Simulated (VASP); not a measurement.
Level of theory: r2SCAN meta-GGA, VASP's PBE PAW potentials (set 64) (plane waves; VASP 6.6.1).

A VASP calculation is set up with these files.

**KPOINTS_OPT**
```
k-points along high-symmetry lines
6
Line-mode
Reciprocal
  0.000000   0.000000   0.000000 ! GAMMA
  0.500000  -0.000000   0.000000 ! M

  0.500000  -0.000000   0.000000 ! M
  0.333333   0.333333   0.000000 ! K

  0.333333   0.333333   0.000000 ! K
  0.000000   0.000000   0.000000 ! GAMMA

  0.000000   0.000000   0.000000 ! GAMMA
  0.000000   0.000000   0.500000 ! A

  0.000000   0.000000   0.500000 ! A
  0.500000  -0.000000   0.500000 ! L

  0.500000  -0.000000   0.500000 ! L
  0.333333   0.333333   0.500000 ! H

  0.333333   0.333333   0.500000 ! H
  0.000000   0.000000   0.500000 ! A

  0.500000  -0.000000   0.500000 ! L
  0.500000  -0.000000   0.000000 ! M

  0.333333   0.333333   0.500000 ! H
  0.333333   0.333333   0.000000 ! K
```

File KPOINTS:
```
Automatic mesh
0
Gamma
11 11 5
0 0 0
```

INCAR:
```
SYSTEM = RhSe
PREC = Accurate
ENCUT = 400
EDIFF = 1E-7
NELM = 100
ALGO = Normal
LREAL = .FALSE.
LASPH = .TRUE.
ISMEAR = -5
METAGGA = R2SCAN
LMIXTAU = .TRUE.
LMAXMIX = 4
LWAVE = .FALSE.
LCHARG = .FALSE.
LORBIT = 11
NEDOS = 601
ISIF = 2
LEFG = .TRUE.
```

File POSCAR:
```
RhSe
1
    3.5806333380    -0.0000000000    -0.0000000000
   -1.7903166690     3.1009194054    -0.0000000000
    0.0000000000    -0.0000000000     7.3038077000
Rh Se
2 2
Direct
  0.3333330000   0.6666670000   0.0151192120
  0.6666670000   0.3333330000   0.5151192120
  0.3333330000   0.6666670000   0.3598807880
  0.6666670000   0.3333330000   0.8598807880
```

POTCAR, in this order: Rh_pv Se (PBE.64 set). Program: vasp_std.

The run wrote:

### OUTCAR
```
 ion  position               nearest neighbor table
   1  0.333  0.667  0.015-   4 2.36   4 2.36   4 2.36   3 2.52
   2  0.667  0.333  0.515-   3 2.36   3 2.36   3 2.36   4 2.52
   3  0.333  0.667  0.360-   2 2.36   2 2.36   2 2.36   1 2.52
   4  0.667  0.333  0.860-   1 2.36   1 2.36   1 2.36   2 2.52
  LATTYP: Found a hexagonal cell.
 ALAT       =     3.5806333380
 C/A-ratio  =     2.0398088859
 Subroutine PRICEL returns:
 Original cell was already a primitive cell.
 Subroutine GETGRP returns: Found 12 space group operations
The static configuration has the point symmetry C_3v.
 The point group associated with its full space group is C_6v.
The dynamic configuration has the point symmetry C_3v.
 Subroutine INISYM returns: Found 12 space group operations
 Subroutine IBZKPT returns following result:
 Found     48 irreducible k-points:

 Following reciprocal coordinates:
            Coordinates               Weight
  0.000000  0.000000  0.000000      1.000000
  0.090909 -0.000000  0.000000      6.000000
  0.181818 -0.000000  0.000000      6.000000
  0.272727  0.000000  0.000000      6.000000
  0.363636 -0.000000  0.000000      6.000000
  0.454545  0.000000  0.000000      6.000000
  0.090909  0.090909  0.000000      6.000000
  0.181818  0.090909  0.000000     12.000000
  0.272727  0.090909  0.000000     12.000000
  0.363636  0.090909  0.000000     12.000000
  0.454545  0.090909  0.000000      6.000000
  0.181818  0.181818  0.000000      6.000000
  0.272727  0.181818  0.000000     12.000000
  0.363636  0.181818  0.000000     12.000000
  0.272727  0.272727  0.000000      6.000000
  0.363636  0.272727  0.000000      6.000000
  0.000000  0.000000  0.200000      2.000000
  0.090909 -0.000000  0.200000     12.000000
  0.181818 -0.000000  0.200000     12.000000
  0.272727  0.000000  0.200000     12.000000
...
```

OSZICAR:
```
       N       E                     dE             d eps       ncg     rms          rms(c)
DAV:   1     0.274852517416E+03    0.27485E+03   -0.22675E+04  2792   0.139E+03
DAV:   2    -0.759053135265E+02   -0.35076E+03   -0.34637E+03  2889   0.403E+02
DAV:   3    -0.888126442171E+02   -0.12907E+02   -0.12746E+02  2715   0.781E+01
DAV:   4    -0.890232941471E+02   -0.21065E+00   -0.21017E+00  2716   0.975E+00
DAV:   5    -0.890267987879E+02   -0.35046E-02   -0.35035E-02  3118   0.123E+00    0.168E+01
DAV:   6    -0.823420242428E+02    0.66848E+01   -0.98206E+00  2446   0.322E+01    0.710E+00
DAV:   7    -0.780331862861E+02    0.43088E+01   -0.18975E+00  2422   0.148E+01    0.487E+00
DAV:   8    -0.770131250819E+02    0.10201E+01   -0.64685E-01  2476   0.503E+00    0.102E+00
DAV:   9    -0.774218486922E+02   -0.40872E+00   -0.15236E-01  2422   0.214E+00    0.457E-01
DAV:  10    -0.774698425802E+02   -0.47994E-01   -0.18725E-02  2538   0.851E-01    0.159E-01
DAV:  11    -0.775504304425E+02   -0.80588E-01   -0.76174E-02  2516   0.149E+00    0.194E-01
DAV:  12    -0.775511201694E+02   -0.68973E-03   -0.37477E-03  2443   0.378E-01    0.131E-01
DAV:  13    -0.775484181631E+02    0.27020E-02   -0.12410E-03  2411   0.293E-01    0.765E-02
DAV:  14    -0.775533671557E+02   -0.49490E-02   -0.15526E-03  2485   0.196E-01    0.357E-02
DAV:  15    -0.775546172229E+02   -0.12501E-02   -0.46451E-04  2658   0.108E-01    0.138E-02
DAV:  16    -0.775550361286E+02   -0.41891E-03   -0.19244E-04  2520   0.837E-02    0.660E-03
DAV:  17    -0.775550786113E+02   -0.42483E-04   -0.46292E-05  2435   0.478E-02    0.144E-03
DAV:  18    -0.775550827406E+02   -0.41292E-05   -0.15283E-05  2421   0.251E-02    0.133E-03
DAV:  19    -0.775550875859E+02   -0.48453E-05   -0.26936E-07  2145   0.405E-03    0.840E-04
DAV:  20    -0.775550805525E+02    0.70334E-05   -0.31835E-07  2043   0.446E-03    0.582E-04
DAV:  21    -0.775550879615E+02   -0.74090E-05   -0.11229E-07  1323   0.356E-03    0.129E-04
DAV:  22    -0.775550864309E+02    0.15306E-05   -0.55956E-09  1212   0.667E-04    0.532E-05
DAV:  23    -0.775550866056E+02   -0.17469E-06   -0.12672E-09  1209   0.253E-04    0.445E-05
DAV:  24    -0.775550866317E+02   -0.26075E-07   -0.87648E-10  1206   0.223E-04
   1 F= -.77555087E+02 E0= -.77555087E+02  d E =0.000000E+00
       N       E                     dE             ncg
       N       E                     dE             ncg
```

**OUTCAR**
```
------------------------ aborting loop because EDIFF is reached ----------------------------------------
  FORCE on cell =-STRESS in cart. coord.  units (eV):
  Direction    XX          YY          ZZ          XY          YZ          ZX
  --------------------------------------------------------------------------------------
  Total       -0.3899240     -0.3899240      0.7431698      0.0000000      0.0000000      0.0000000
  in kB       -7.7035491     -7.7035490     14.6824646      0.0000000      0.0000000      0.0000000
  external PRESSURE =      -0.2415445 kB  Pullay stress =       0.0000000 kB
  volume of cell :       81.10
      direct lattice vectors                 reciprocal lattice vectors
     3.580633338  0.000000000  0.000000000     0.279280201  0.161242501  0.000000000
    -1.790316669  3.100919405  0.000000000     0.000000000  0.322485002  0.000000000
     0.000000000  0.000000000  7.303807700     0.000000000  0.000000000  0.136914886
 POSITION                                       TOTAL-FORCE (eV/Angst)
 -----------------------------------------------------------------------------------
     -0.00000      2.06728      0.11043         0.000000     -0.000000      0.046424
      1.79032      1.03364      3.76233        -0.000000      0.000000      0.046424
     -0.00000      2.06728      2.62850        -0.000000      0.000000     -0.046424
      1.79032      1.03364      6.28040        -0.000000      0.000000     -0.046424
 -----------------------------------------------------------------------------------
    total drift:                               -0.002516      0.001453     -0.001567
  FREE ENERGIE OF THE ION-ELECTRON SYSTEM (eV)
  ---------------------------------------------------
  free  energy   TOTEN  =       -77.5550866317 eV

  energy  without entropy=      -77.5550866317  energy(sigma->0) =      -77.55508663

 total charge

# of ion       s       p       d       tot
------------------------------------------
    1        0.354   6.232   7.296  13.882
    2        0.354   6.232   7.296  13.882
    3        1.456   2.312   0.127   3.895
    4        1.456   2.312   0.127   3.895
--------------------------------------------------
tot          3.620  17.089  14.846  35.555

 Electric field gradients after diagonalization (V/A^2)
 (convention: |V_zz| > |V_xx| > |V_yy|)
----------------------------------------------------------------------
 ion       V_xx      V_yy      V_zz     asymmetry (V_yy - V_xx)/ V_zz
----------------------------------------------------------------------
   1      48.365    48.362   -96.726       0.000
   2      48.365    48.362   -96.726       0.000
   3      30.887    30.885   -61.772       0.000
   4      30.887    30.885   -61.772       0.000
```
(Selected blocks of OUTCAR.)

File OUTCAR:
```
 val. band max:        6.2422185282   @ k =   0.3636   0.2727   0.2000

 cond. band min:       6.0078930755   @ k =   0.4545   0.0000   0.0000


 Fermi energy:         6.1061843088

 k-point     1 :       0.0000    0.0000    0.0000
  band No.  band energies     occupation
      1     -41.7458      2.00000
      2     -41.7458      2.00000
      3     -41.7448      2.00000
      4     -41.7448      2.00000
      5     -41.6593      2.00000
      6     -41.6498      2.00000
      7      -9.4096      2.00000
      8      -8.8603      2.00000
      9      -0.3560      2.00000
     10       0.2028      2.00000
     11       1.1179      2.00000
     12       1.1179      2.00000
     13       1.4415      2.00000
     14       1.4415      2.00000
     15       3.6400      2.00000
     16       3.6400      2.00000
     17       3.8059      2.00000
     18       3.9354      2.00000
     19       3.9354      2.00000
     20       7.4936      0.00000
     21       7.5327      0.00000
     22       7.5327      0.00000
     23       8.8325      0.00000
     24       8.9769      0.00000
     25       8.9769      0.00000

 k-point     2 :       0.0909   -0.0000    0.0000
  band No.  band energies     occupation
      1     -41.7480      2.00000
      2     -41.7472      2.00000
      3     -41.7462      2.00000
      4     -41.7452      2.00000
      5     -41.6585      2.00000
      6     -41.6496      2.00000
      7      -9.3431      2.00000
      8      -8.8123      2.00000
      9      -0.2518      2.00000
     10       0.2422      2.00000
     11       1.0092      2.00000
     12       1.1329      2.00000
     13       1.3476      2.00000
     14       1.4803      2.00000
     15       3.5541      2.00000
     16       3.6412      2.00000
     17       3.7296      2.00000
     18       3.9443      2.00000
     19       3.9606      2.00000
     20       7.1756      0.00000
     21       7.4246      0.00000
     22       7.6408      0.00000
     23       8.2683      0.00000
...
```

For a metal the tetrahedron method with Blöchl corrections gives inexact stress and forces.

The structure was generated: RhSe was put into the wurtzite type (P6_3mc), which need not be its known phase. It was relaxed first, which changed the volume by -27 %.
